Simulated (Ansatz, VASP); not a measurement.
# GaN in two plane-wave programs, part 2 of 2

One calculation is typed for both programs; each brings its own data sets. How far apart do they land? The cell is taken from a series of runs on this material, whose earlier steps may have relaxed, scaled, displaced or heated it; both programs get it as it stands.

VASP 6.6.1 and Ansatz 0.2.0.

So far. Step 2 (VASP: single point, HSE06): The run ends at a pressure of -0.11 GPa.

**3. Ansatz: single point, HSE06**

Level of this step: Ansatz beside VASP: Kohn-Sham DFT, plane waves, HSE06 (Ansatz).

Ansatz runs on its PAW soft_1 files.

The same cell, functional, mesh and smearing now go to Ansatz.

input.yaml

```yaml
crystal:
  lattice:
    - [0.0, 2.2490993638, 2.2490993638]
    - [2.2490993638, 0.0, 2.2490993638]
    - [2.2490993638, 2.2490993638, 0.0]
  atoms:
    - { symbol: Ga, position: [0.0, 0.0, 0.0] }
    - { symbol: "N", position: [0.75, 0.75, 0.75] }
kpoints:
  mp_grid: { grid: [7, 7, 7] }
scf:
  occupations: { method: fermi_dirac, width: 0.02 }
hamiltonian:
  xc: hse06
  pseudopotentials: { kind: paw, azcp: { folder: soft_1 } }
basis:
  ecutwfc: 600
output:
  forces: true
  stress: true
```

The run is started by

```sh
$ ansatz run input.yaml --threads 8 --pin off --max-ram 18432MiB --backend cpu --events-out ev --progress --plain --runs-dir out
```

Numbers of over 12 decimals in the logs are rounded to 6 here.

The log of the run:

```text
Warning: output.stress: scf.convergence.dr2_threshold = 1e-7 eV (the SCF's general default) is looser than the 2e-10 eV advised for a printed stress (1e-10 eV for each atom of the cell: 2). What an SCF threshold leaves in a stress goes as its square root, and in the free energy as the threshold itself, and one threshold admits the most on a small cell: [figures from the program's tests cut] Set scf.convergence.dr2_threshold to 2e-10 eV or tighter. The threshold is an SCF's pass mark: one that does not reach it within its budget of iterations ends unconverged, or closes short of it on a stop that the run arms, and scf.convergence.dr2_threshold's page says what that costs each kind of run
Warning: output.stress: scf.exx.energy_threshold = 1e-6 eV is looser than the 2e-8 eV advised for a stress under a hybrid functional (1e-8 eV for each atom of the cell: 2). Every SCF of the exchange loop can meet its threshold on dr2 while the loop round them stops early: no threshold on dr2 bounds what that leaves in the stress. Set scf.exx.energy_threshold to 2e-8 eV or tighter. The threshold is the loop's pass mark: a loop that does not reach it within its budget of cycles ends unconverged, and scf.exx.energy_threshold's page has the law
Engine: ansatz 0.2.0, aarch64-unknown-linux-gnu
Pseudopotentials: kind: paw
Pseudopotential: Ga, paw, valence charge 13, recommended cutoff 420 eV (normal), soft_1/Ga.paw.azcp
Pseudopotential: N, paw, valence charge 5, recommended cutoff 420 eV (normal), soft_1/N.paw.azcp
Functional definition: HSE06
  parameter a = 0.25
  parameter omega = 0.11/bohr
  exchange = pbe_x - a*pbe_x_sr(omega) + a*exact_x_sr(omega)
  correlation = pbe_c
Crystal: 2 atoms, lattice volume = 22.754 Å³
Basis set: ecut = 600 eV, 749 PW (Γ), exchange–correlation on 54×54×54 points (8 copies of the dense FFT grid, shifted against one another)
Bands: 13, of which v1, the nominal top of the filled ones, is band 9 counted from 1 (8 counted from 0)
Symmetry: 24 space group operations
Space group: F-43m (ITA 216), of the structure as read, at distance tolerance 2.8e-5 Å
k-points: 20 of 343 (time reversal used)
Non-local potential: Ga, projectors of the file, l = 0: 2, l = 1: 2, l = 2: 3, l = 3: 1
Non-local potential: N, projectors of the file, l = 0: 2, l = 1: 2, l = 2: 1
PAW form: soft (Blöchl's): semilocal exchange-correlation on the pseudo side does not see the compensation charge
PAW frozen core: Ga, regenerated for the run's functional, and the local potential with it (the file was generated under x = pbe(κ = 0.804, μ = 0.219515), c = pbe(β = 0.066725))
PAW frozen core: N, regenerated for the run's functional, and the local potential with it (the file was generated under x = pbe(κ = 0.804, μ = 0.219515), c = pbe(β = 0.066725))
PAW one-centre angular grid: Ga, 590 points (default); XC on 64 Gauss nodes
PAW one-centre angular grid: N, 110 points (default); XC on 64 Gauss nodes
Initial density: superposition of atomic densities (chi_scale 0.1, normalization cell, long waves kept (reshape's long-wave potential 0.00 eV rms))
Initial wavefunctions: pseudopotential atomic-orbital guess
Functional: x = pbe(κ = 0.804, μ = 0.219515), c = pbe(β = 0.066725), warm-up for x = pbe(κ = 0.804, μ = 0.219515) + 0.25 (exact − pbe) at short range (hse, ω = 0.207870 Å⁻¹), c = pbe(β = 0.066725); HSE06 as pw.x's `hse` composes it (authors' and Libxc's form: `xc: wpbeh`)
SCF iter   1: F=—  HF=-4168.571416 eV  |F-HF|=—  |Δ(HF+E_count)|=         —  Δρ=1.14e-1  dr2=2.56e0  ethr=1.00e-1  ⟨swp⟩=4.8  Hψ=741  notcnv=0
preconditioner: auto → none  [insulator: Δε(μ)=2.603 eV  Ē_g=19.164 eV  σ=0.020 eV  W_gap=1.00  n_scr=8 (ndim 8)  ℏωp=33.0 eV  f_vac=0.000  D(μ)=0.00/eV (n_scr^D=0)]
SCF iter   2: F=—  HF=-4167.974337 eV  |F-HF|=—  |Δ(HF+E_count)|=   5.97e-1  Δρ=4.60e-2  dr2=3.84e-1  ethr=1.42e-2  ⟨swp⟩=2.9  Hψ=547  notcnv=0
iter 3 solved again at ethr=2.37e-5 eV; its pass at ethr=2.14e-3 eV (dr2=4.27e-3 eV) is discarded
SCF iter   3: F=—  HF=-4167.908391 eV  |F-HF|=—  |Δ(HF+E_count)|=   6.59e-2  Δρ=6.63e-3  dr2=3.82e-3  ethr=2.37e-5  ⟨swp⟩=4.0  Hψ=1435  notcnv=0
eigensolver tolerance schedule: the retry pair's looser diagonalisation over-reported the residual by 0.12 of it (diagonalisation noise at 0.12 of the residual, at the tolerance the schedule requests for it); recorded, not acted on — ethr = c·dr2/N_el stays at c = 1.0e-1
SCF iter   4: F=—  HF=-4167.906059 eV  |F-HF|=—  |Δ(HF+E_count)|=   2.33e-3  Δρ=2.75e-3  dr2=9.35e-4  ethr=2.12e-5  ⟨swp⟩=4.0  Hψ=883  notcnv=0
SCF iter   5: F=-4167.905695 eV  HF=-4167.905667 eV  |F-HF|=2.74e-5  |Δ(HF+E_count)|=   3.92e-4  Δρ=6.74e-4  dr2=4.63e-5  ethr=5.19e-6  ⟨swp⟩=4.0  Hψ=711  notcnv=0
SCF 1 stopped early in 5 iterations: F = -4167.905695 eV  dr2 = 4.63e-5
  greatest PAW one-centre occupation: 0.995 electrons in one spin orbital (limit 2), on the Ga atom at site 0 (counted from 0), in its partial waves of l = 2
Initial density: handed on by an earlier stage of this run
Initial wavefunctions: those handed on with the density
Functional: x = pbe(κ = 0.804, μ = 0.219515) + 0.25 (exact − pbe) at short range (hse, ω = 0.207870 Å⁻¹), c = pbe(β = 0.066725); HSE06 as pw.x's `hse` composes it (authors' and Libxc's form: `xc: wpbeh`)
Exchange kernel: α = 0.2500, screened, ω = 0.2079 Å⁻¹, Wigner–Seitz truncation, v(0) = 1046.0997 eV·Å³, q-mesh 7×7×7, nearest image of the exchange supercell L = 22.26 Å, pair-density grid 15×15×15, without the augmentation charges, whose exchange is taken in its separable form by FFT convolution over the k-point mesh (sized by the pseudopotential files, 24×24×24 at the most), smooth part of the exact exchange by density-matrix convolution
Frozen-core exchange: fock
SCF iter   1: F=—  HF=-4168.404208 eV  |F-HF|=—  |Δ(HF+E_count)|=         —  Δρ=1.94e-2  dr2=3.42e-2  ethr=2.57e-6  ⟨swp⟩=5.5  Hψ=1294  notcnv=0
preconditioner: auto → none  [insulator: Δε(μ)=2.957 eV  Ē_g=22.018 eV  σ=0.020 eV  W_gap=1.00  n_scr=8 (ndim 8)  ℏωp=33.0 eV  f_vac=0.001  D(μ)=0.00/eV (n_scr^D=0)]
SCF iter   2: F=—  HF=-4168.390860 eV  |F-HF|=—  |Δ(HF+E_count)|=   1.33e-2  Δρ=4.44e-3  dr2=7.52e-3  ethr=2.57e-6  ⟨swp⟩=4.6  Hψ=981  notcnv=0
SCF iter   3: F=—  HF=-4168.389310 eV  |F-HF|=—  |Δ(HF+E_count)|=   1.55e-3  Δρ=1.75e-3  dr2=1.17e-3  ethr=2.57e-6  ⟨swp⟩=4.0  Hψ=880  notcnv=0
SCF iter   4: F=—  HF=-4168.397550 eV  |F-HF|=—  |Δ(HF+E_count)|=   8.24e-3  Δρ=1.36e-3  dr2=2.19e-4  ethr=1.66e-6  ⟨swp⟩=4.0  Hψ=978  notcnv=0
SCF iter   5: F=—  HF=-4168.397444 eV  |F-HF|=—  |Δ(HF+E_count)|=   1.07e-4  Δρ=2.07e-4  dr2=1.62e-5  ethr=1.11e-6  ⟨swp⟩=3.0  Hψ=558  notcnv=0
SCF iter   6: F=—  HF=-4168.397534 eV  |F-HF|=—  |Δ(HF+E_count)|=   8.99e-5  Δρ=2.92e-4  dr2=8.92e-6  ethr=2.48e-8  ⟨swp⟩=4.0  Hψ=820  notcnv=0
SCF iter   7: F=-4168.397531 eV  HF=-4168.397531 eV  |F-HF|=8.24e-8  |Δ(HF+E_count)|=   2.35e-6  Δρ=4.16e-5  dr2=5.99e-7  ethr=2.48e-8  ⟨swp⟩=4.0  Hψ=610  notcnv=0
SCF 2 stopped early in 7 iterations: F = -4168.397531 eV  dr2 = 5.99e-7
hybrid outer 1: dexx = +8.658e-3 eV, tail = 3.05e-5 eV
Exchange kernel: α = 0.2500, screened, ω = 0.2079 Å⁻¹, Wigner–Seitz truncation, v(0) = 1046.0997 eV·Å³, q-mesh 7×7×7, nearest image of the exchange supercell L = 22.26 Å, pair-density grid 15×15×15, without the augmentation charges, whose exchange is taken in its separable form by FFT convolution over the k-point mesh (sized by the pseudopotential files, 24×24×24 at the most), smooth part of the exact exchange by density-matrix convolution
Frozen-core exchange: fock
SCF iter   1: F=—  HF=-4168.397226 eV  |F-HF|=—  |Δ(HF+E_count)|=         —  Δρ=6.14e-5  dr2=5.41e-7  ethr=8.47e-7  ⟨swp⟩=4.0  Hψ=625  notcnv=0
preconditioner: auto → none  [insulator: Δε(μ)=3.002 eV  Ē_g=21.840 eV  σ=0.020 eV  W_gap=1.00  n_scr=8 (ndim 8)  ℏωp=33.0 eV  f_vac=0.001  D(μ)=0.00/eV (n_scr^D=0)]
SCF iter   2: F=—  HF=-4168.397227 eV  |F-HF|=—  |Δ(HF+E_count)|=   8.62e-7  Δρ=2.19e-5  dr2=9.35e-8  ethr=2.56e-9  ⟨swp⟩=4.0  Hψ=741  notcnv=0
SCF iter   3: F=-4168.397227 eV  HF=-4168.397227 eV  |F-HF|=6.39e-9  |Δ(HF+E_count)|=   5.86e-9  Δρ=7.64e-6  dr2=4.37e-9  ethr=3.68e-10  ⟨swp⟩=3.1  Hψ=627  notcnv=0
SCF 3 converged in 3 iterations: F = -4168.397227 eV  dr2 = 4.37e-9
  Residual-converged pass: ⟨swp⟩=3.0  Hψ=558  notcnv=0  max |occ|·‖R‖ = 2.2e-6 eV (tolerance 2.4e-6 eV)  dr2=4.38e-9  dr2_onsite=6.27e-10  max |Δocc| = 0.0e0
hybrid outer 2: dexx = +3.844e-7 eV, tail = 2.30e-8 eV, Δε = 3.72e-3 eV (about 1.25e-4 eV left of the loop's levels)
hybrid SCF converged: 2 outer / 10 inner (+5 warm-up), last move |dexx| = 3.84e-7 eV, tail = 2.30e-8 eV
Stability not checked: this state was not tested for a lower state beside it, because the functional holds exact exchange (a hybrid, or Hartree-Fock), whose exchange loop this test does not read (fock_operator; see scf.lower_state_search)
Free energy (F): -4168.397227 eV
Frozen-core exchange: fock
Harris-Foulkes:  -4168.397227 eV  (|F-HF|=6.39e-9)
Internal energy: -4168.397227 eV  (E = F + TS)
E sigma→0 (E₀):  -4168.397227 eV
Fermi energy:    10.403453 eV
--- Per-component energies (eV) ---
  E_band       = -45.503417
  E_kinetic    = 240.064107
  E_local      = -1412.838602  (includes V_loc(G=0)·N_el)
  E_nonlocal   = -54.233799
  E_hartree    = 899.265751
  E_xc         = -98.477233
  E_vxc        = -104.626589  (∫ρ·V_xc dr)
  E_exx        = -62.006138  (= α·E_x^exact, valence–valence)
  E_paw        = -2089.720030  (= ΣΔE_a)
  E_vpaw       = -388.387532  (= ΣTr[D̂ρ^β])
  E_aug_tail   = 0.000005  (compensation charges beyond the density's cutoff)
  E_ewald      = -1590.541392
  E_core_change = 0.090104  (= ΣΔE_core)
  E_smearing   = -0.000000  (= −TS)
  E_closure    = 0.000001  (closes the sum)
  Σ components = -4168.397227   (vs F -4168.397227, Δ=0.00e0)
--- Forces (eV/Å), atoms counted from 1 ---
  atom   1  Ga     0.00000000     0.00000000    -0.00000000
  atom   2  N      0.00000000    -0.00000000     0.00000000
  max |Σ_I F_I| component: 2.87e-16 eV/Å
--- Stress (GPa, compression-positive) ---
        0.005595       0.000000      -0.000000
        0.000000       0.005595       0.000000
       -0.000000       0.000000       0.005595
  P = ⅓ Tr σ = 0.0056 GPa (0.056 kbar)
--- Band table (eV; the first three rows and the last of 20) ---
  k-point 0: bands = ["-8.5928", "-6.7883", "-6.7883", "-6.7883", "-6.4701", "-6.4701", "8.8913", "8.8913", "8.8913", "11.8936"]
  k-point 1: bands = ["-8.4065", "-6.7635", "-6.7635", "-6.6461", "-6.4719", "-6.4719", "6.9818", "8.6681", "8.6681", "13.2659"]
  k-point 2: bands = ["-8.1218", "-6.7204", "-6.7204", "-6.4619", "-6.4619", "-6.0039", "4.0218", "8.2148", "8.2148", "14.6165"]
  k-point 19: bands = ["-7.9297", "-6.6514", "-6.5987", "-6.4933", "-6.4537", "-4.0221", "2.7546", "4.3941", "5.9160", "16.2158"]
  guard bands above this table: 3 of the run's 13 bands. The solve was not asked for them (output.publish_guard_bands: true or output.eigenvalues: true publishes all)
```

The run ends at a pressure of 0.01 GPa.

**4. Comparison**

Known differences besides the potentials themselves: exact exchange at q = 0 is treated differently, which shows on coarse meshes; VASP keeps PBE cores, Ansatz makes them for the functional; the cutoff is 600 eV in Ansatz and 520 eV in VASP; VASP takes a coarser grid for exact exchange (PRECFOCK = Fast). Total energies have different zeros and are not compared.

Both answers:

| quantity | Ansatz | VASP | difference |
| --- | --- | --- | --- |
| pressure (GPa) | 0.01 | -0.11 | +0.11 |
| gap on the k mesh (eV) | 3.002 | 3.017 | -0.014 |

A gap on the mesh is an upper bound, since the band edges may lie between its points.

**5. Outcome**

| Item | Value |
| --- | --- |
| difference in gap on the k mesh (single point, HSE06) | -0.014 eV |

The difference in gap on the k mesh is -0.014 eV (single point, HSE06), within the 0.08 eV picked in this series as the mark of a large difference. Such differences can come from data sets, numerical settings and the points named under the comparisons, not from the functional's error against experiment.

[Lines on the potential files, build, host, timing and source positions are cut from VASP's logs without a mark.]

[Logs are printed without paths, hosts, clocks, repeated set-up lines and the standing remarks that a program may print on its own settings, such as how far it seeks lower states.]

[Hosts, paths, dates, database ids (printed as entryN), source tags and the programs' standing remarks are cut or masked in the printed files.]
